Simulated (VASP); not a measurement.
Computed with LDA (Ceperley-Alder, Perdew-Zunger), VASP's LDA PAW potentials (set 64) (plane waves; VASP).

Input for VASP

### KPOINTS
```
K-points
0
G
3 3 3
0 0 0
```

File POSCAR:
```
Sb
1.0
  9.1463418924   0.0000000000   0.0000000000
  0.0000000000   9.1463418924   0.0000000000
  0.0000000000   0.0000000000   9.1463418924
Sb
27
Direct
  0.0000000000   0.0000000000   0.0000000000
  0.0000000000   0.0000000000   0.3333333333
  0.0000000000   0.0000000000   0.6666666667
  0.0000000000   0.3333333333   0.0000000000
  0.0000000000   0.3333333333   0.3333333333
  0.0000000000   0.3333333333   0.6666666667
  0.0000000000   0.6666666667   0.0000000000
  0.0000000000   0.6666666667   0.3333333333
  0.0000000000   0.6666666667   0.6666666667
  0.3333333333   0.0000000000   0.0000000000
  0.3333333333   0.0000000000   0.3333333333
  0.3333333333   0.0000000000   0.6666666667
  0.3333333333   0.3333333333   0.0000000000
  0.3333333333   0.3333333333   0.3333333333
  0.3333333333   0.3333333333   0.6666666667
  0.3333333333   0.6666666667   0.0000000000
  0.3333333333   0.6666666667   0.3333333333
  0.3333333333   0.6666666667   0.6666666667
  0.6666666667   0.0000000000   0.0000000000
  0.6666666667   0.0000000000   0.3333333333
  0.6666666667   0.0000000000   0.6666666667
  0.6666666667   0.3333333333   0.0000000000
  0.6666666667   0.3333333333   0.3333333333
  0.6666666667   0.3333333333   0.6666666667
  0.6666666667   0.6666666667   0.0000000000
  0.6666666667   0.6666666667   0.3333333333
  0.6666666667   0.6666666667   0.6666666667
```

### QPOINTS
```
k-points along high-symmetry lines
13
Line-mode
Cartesian
  0.000000   0.000000   0.000000 ! GAMMA
  0.000000   0.164000   0.000000 ! X

  0.000000   0.164000   0.000000 ! X
  0.164000   0.164000   0.000000 ! M

  0.164000   0.164000   0.000000 ! M
  0.000000   0.000000   0.000000 ! GAMMA

  0.000000   0.000000   0.000000 ! GAMMA
  0.164000   0.164000   0.164000 ! R

  0.164000   0.164000   0.164000 ! R
  0.000000   0.164000   0.000000 ! X

  0.164000   0.164000   0.164000 ! R
  0.164000   0.164000   0.000000 ! M
```

### INCAR
```
SYSTEM = Sb
PREC = Accurate; ENCUT = 400; LREAL = .FALSE.
LASPH = .TRUE.
EDIFF = 1E-7; NELM = 100; ALGO = Normal
LMAXMIX = 4
ISMEAR = 1; SIGMA = 0.1
IBRION = 6; NSW = 1; ISIF = 2
POTIM = 0.015; NFREE = 2
LWAVE = .FALSE.; LCHARG = .FALSE.
LPHON_DISPERSION = .TRUE.
```

POTCAR, in this order: Sb (LDA.64 set). Program: vasp_std.

Output

File OUTCAR:
```
 ion  position               nearest neighbor table
   1  0.000  0.000  0.000-   2 3.05   3 3.05   4 3.05   7 3.05  10 3.05  19 3.05
   2  0.000  0.000  0.333-   1 3.05   5 3.05   8 3.05  11 3.05  20 3.05   3 3.05
   3  0.000  0.000  0.667-   1 3.05   6 3.05   9 3.05  12 3.05  21 3.05   2 3.05
   4  0.000  0.333  0.000-   1 3.05   5 3.05   6 3.05  13 3.05  22 3.05   7 3.05
   5  0.000  0.333  0.333-   2 3.05   4 3.05  14 3.05  23 3.05   6 3.05   8 3.05
   6  0.000  0.333  0.667-   3 3.05   4 3.05  15 3.05  24 3.05   5 3.05   9 3.05
   7  0.000  0.667  0.000-   1 3.05   8 3.05   9 3.05  16 3.05  25 3.05   4 3.05
   8  0.000  0.667  0.333-   2 3.05   7 3.05  17 3.05  26 3.05   5 3.05   9 3.05
   9  0.000  0.667  0.667-   3 3.05   7 3.05  18 3.05  27 3.05   6 3.05   8 3.05
  10  0.333  0.000  0.000-   1 3.05  11 3.05  12 3.05  13 3.05  16 3.05  19 3.05
  11  0.333  0.000  0.333-   2 3.05  10 3.05  14 3.05  17 3.05  12 3.05  20 3.05
  12  0.333  0.000  0.667-   3 3.05  10 3.05  15 3.05  18 3.05  11 3.05  21 3.05
  13  0.333  0.333  0.000-   4 3.05  10 3.05  14 3.05  15 3.05  16 3.05  22 3.05
  14  0.333  0.333  0.333-   5 3.05  11 3.05  13 3.05  15 3.05  17 3.05  23 3.05
  15  0.333  0.333  0.667-   6 3.05  12 3.05  13 3.05  14 3.05  18 3.05  24 3.05
  16  0.333  0.667  0.000-   7 3.05  10 3.05  17 3.05  18 3.05  13 3.05  25 3.05
  17  0.333  0.667  0.333-   8 3.05  11 3.05  16 3.05  14 3.05  18 3.05  26 3.05
  18  0.333  0.667  0.667-   9 3.05  12 3.05  16 3.05  15 3.05  17 3.05  27 3.05
  19  0.667  0.000  0.000-   1 3.05  20 3.05  21 3.05  22 3.05  25 3.05  10 3.05
  20  0.667  0.000  0.333-   2 3.05  19 3.05  23 3.05  26 3.05  11 3.05  21 3.05
  21  0.667  0.000  0.667-   3 3.05  19 3.05  24 3.05  27 3.05  12 3.05  20 3.05
  22  0.667  0.333  0.000-   4 3.05  19 3.05  23 3.05  24 3.05  13 3.05  25 3.05
  23  0.667  0.333  0.333-   5 3.05  20 3.05  22 3.05  14 3.05  24 3.05  26 3.05
  24  0.667  0.333  0.667-   6 3.05  21 3.05  22 3.05  15 3.05  23 3.05  27 3.05
  25  0.667  0.667  0.000-   7 3.05  19 3.05  26 3.05  27 3.05  16 3.05  22 3.05
  26  0.667  0.667  0.333-   8 3.05  20 3.05  25 3.05  23 3.05  17 3.05  27 3.05
  27  0.667  0.667  0.667-   9 3.05  21 3.05  25 3.05  24 3.05  18 3.05  26 3.05
  LATTYP: Found a simple cubic cell.
 ALAT       =     9.1463418924
 Subroutine PRICEL returns following result:
  LATTYP: Found a simple cubic cell.
 ALAT       =     3.0487806305
 Subroutine GETGRP returns: Found 48 space group operations
The static configuration has the point symmetry O_h .
The dynamic configuration has the point symmetry O_h .
 Subroutine INISYM returns: Found 48 space group operations
 Subroutine IBZKPT returns following result:
 Found      4 irreducible k-points:

...
```

File OSZICAR:
```
       N       E                     dE             d eps       ncg     rms          rms(c)
DAV:   1     0.680691249797E+03    0.68069E+03   -0.38049E+04   648   0.107E+03
DAV:   2    -0.568165873571E+02   -0.73751E+03   -0.71677E+03   756   0.202E+02
DAV:   3    -0.127186071151E+03   -0.70369E+02   -0.68009E+02   752   0.652E+01
DAV:   4    -0.129475169535E+03   -0.22891E+01   -0.22003E+01   718   0.116E+01
DAV:   5    -0.129548185461E+03   -0.73016E-01   -0.72642E-01   823   0.204E+00    0.116E+01
DAV:   6    -0.129455467087E+03    0.92718E-01   -0.22806E-02   758   0.417E-01    0.680E+00
DAV:   7    -0.129394405481E+03    0.61062E-01   -0.17355E-02   718   0.408E-01    0.183E-01
DAV:   8    -0.129394406378E+03   -0.89789E-06   -0.60928E-04   791   0.737E-02    0.446E-02
DAV:   9    -0.129394425785E+03   -0.19406E-04   -0.22427E-05   767   0.157E-02    0.831E-03
DAV:  10    -0.129394426853E+03   -0.10682E-05   -0.11427E-06   750   0.302E-03    0.714E-03
DAV:  11    -0.129394426904E+03   -0.51466E-07   -0.33650E-08   421   0.588E-04
   1 F= -.12939443E+03 E0= -.12939671E+03  d E =0.684171E-02
 Found     1 degrees of freedom:
       N       E                     dE             d eps       ncg     rms          rms(c)
DAV:   1    -0.129393627449E+03    0.79940E-03   -0.65024E-02  1026   0.647E-01    0.624E-02
DAV:   2    -0.129393926879E+03   -0.29943E-03   -0.33324E-03  1102   0.125E-01    0.149E-02
DAV:   3    -0.129393930087E+03   -0.32081E-05   -0.73798E-05  1142   0.233E-02    0.120E-02
DAV:   4    -0.129393929438E+03    0.64911E-06   -0.40456E-06  1126   0.529E-03    0.661E-03
DAV:   5    -0.129393929176E+03    0.26159E-06   -0.13148E-06  1084   0.294E-03    0.117E-03
DAV:   6    -0.129393929179E+03   -0.24074E-08   -0.18809E-07   821   0.108E-03
   2 F= -.12939393E+03 E0= -.12939621E+03  d E =0.683060E-02
       N       E                     dE             d eps       ncg     rms          rms(c)
DAV:   1    -0.129392824854E+03    0.11043E-02   -0.21960E-01   990   0.116E+00    0.112E-01
DAV:   2    -0.129393917811E+03   -0.10930E-02   -0.12089E-02  1103   0.234E-01    0.292E-02
DAV:   3    -0.129393932041E+03   -0.14230E-04   -0.27753E-04  1135   0.447E-02    0.215E-02
DAV:   4    -0.129393929929E+03    0.21124E-05   -0.13446E-05  1118   0.994E-03    0.118E-02
DAV:   5    -0.129393929195E+03    0.73409E-06   -0.40715E-06  1110   0.524E-03    0.210E-03
DAV:   6    -0.129393929193E+03    0.20027E-08   -0.57530E-07  1037   0.191E-03
   3 F= -.12939393E+03 E0= -.12939621E+03  d E =0.683058E-02
```

**OUTCAR**
```
------------------------ aborting loop because EDIFF is reached ----------------------------------------
  FORCE on cell =-STRESS in cart. coord.  units (eV):
  Direction    XX          YY          ZZ          XY          YZ          ZX
  --------------------------------------------------------------------------------------
  Total       -3.5695560     -3.5775056     -3.5775056     -0.0000000      0.0000000      0.0000000
  in kB       -7.4745059     -7.4911520     -7.4911520     -0.0000000      0.0000000      0.0000000
  external PRESSURE =      -7.4856033 kB  Pullay stress =       0.0000000 kB
  volume of cell :      765.14
      direct lattice vectors                 reciprocal lattice vectors
     9.146341892  0.000000000  0.000000000     0.109333328  0.000000000  0.000000000
     0.000000000  9.146341892  0.000000000     0.000000000  0.109333328  0.000000000
     0.000000000  0.000000000  9.146341892     0.000000000  0.000000000  0.109333328
 POSITION                                       TOTAL-FORCE (eV/Angst)
 -----------------------------------------------------------------------------------
     -0.01500      0.00000      0.00000         0.066417     -0.000000      0.000000
      0.00000      0.00000      3.04878        -0.005047     -0.000000      0.000006
      0.00000      0.00000      6.09756        -0.005047     -0.000000     -0.000006
      0.00000      3.04878      0.00000        -0.005047      0.000006      0.000000
      0.00000      3.04878      3.04878         0.000669      0.000007      0.000007
      0.00000      3.04878      6.09756         0.000669      0.000007     -0.000007
      0.00000      6.09756      0.00000        -0.005047     -0.000006      0.000000
      0.00000      6.09756      3.04878         0.000669     -0.000007      0.000007
      0.00000      6.09756      6.09756         0.000669     -0.000007     -0.000007
      3.04878      0.00000      0.00000        -0.026747     -0.000000      0.000000
      3.04878      0.00000      3.04878         0.001224     -0.000000     -0.004820
      3.04878      0.00000      6.09756         0.001224     -0.000000      0.004820
      3.04878      3.04878      0.00000         0.001224     -0.004820      0.000000
      3.04878      3.04878      3.04878        -0.000376      0.000857      0.000857
      3.04878      3.04878      6.09756        -0.000376      0.000857     -0.000857
      3.04878      6.09756      0.00000         0.001224      0.004820      0.000000
      3.04878      6.09756      3.04878        -0.000376     -0.000857      0.000857
      3.04878      6.09756      6.09756        -0.000376     -0.000857     -0.000857
      6.09756      0.00000      0.00000        -0.028756     -0.000000      0.000000
      6.09756      0.00000      3.04878         0.001151     -0.000000      0.004876
      6.09756      0.00000      6.09756         0.001151     -0.000000     -0.004876
      6.09756      3.04878      0.00000         0.001151      0.004876      0.000000
      6.09756      3.04878      3.04878        -0.000349     -0.000915     -0.000915
      6.09756      3.04878      6.09756        -0.000349     -0.000915      0.000915
      6.09756      6.09756      0.00000         0.001151     -0.004876      0.000000
      6.09756      6.09756      3.04878        -0.000349      0.000915     -0.000915
      6.09756      6.09756      6.09756        -0.000349      0.000915      0.000915
 -----------------------------------------------------------------------------------
    total drift:                               -0.000014      0.000000      0.000001
  FREE ENERGIE OF THE ION-ELECTRON SYSTEM (eV)
  ---------------------------------------------------
  free  energy   TOTEN  =      -129.3939291930 eV

  energy  without entropy=     -129.4007597724  energy(sigma->0) =     -129.39620605
```
(Selected blocks of OUTCAR.)

The cell is a supercell, built from a database entry that may be metastable or hypothetical. VASP warned that the highest band is occupied, so more bands are needed.
